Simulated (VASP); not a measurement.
Runs of VASP 6.6.1 on O2CH. The cell holds a molecule in a box, 4 atoms: a = 12.501 Å, b = 13.001 Å, c = 13.501 Å, α = 90.00°, β = 90.00°, γ = 90.00°. 

| level | potentials or basis | moment (μB) | largest force (eV/Å) |
| --- | --- | --- | --- |
| rev-vdW-DF2 | VASP PAW PBE potentials, release 64 (O, C, H) | 1.00 | 0.07 |
| optB86b-vdW | VASP PAW PBE potentials, release 64 (O, C, H) | 1.00 | (b) |
| RPBE | VASP PAW PBE potentials, release 64 (O, C, H) | 1.00 | (a) |
| RPBE+D3(BJ) | VASP PAW PBE potentials, release 64 (O, C, H) | 1.00 | 0.38 |
| LDA | VASP PAW LDA potentials, release 64 (O, C, H) | 1.00 | 0.83 |

Alike in all rows: task single point; spin collinear, ferromagnetic start; fixed moment (μB) 1; cell as given; k mesh 1 × 1 × 1; cutoff (eV) 400; smearing gaussian 0.01 eV.

Fill in the values left out.

(a) 0.42; (b) 0.09.

Caveats: the standard files for N, O and F lose accuracy on very short bonds; the total moment is fixed, so each spin has its own Fermi level; the PAW data sets were made with another functional, which shifts forces and pressure a little (some runs).

Runs at the PBE level aren't shown here.
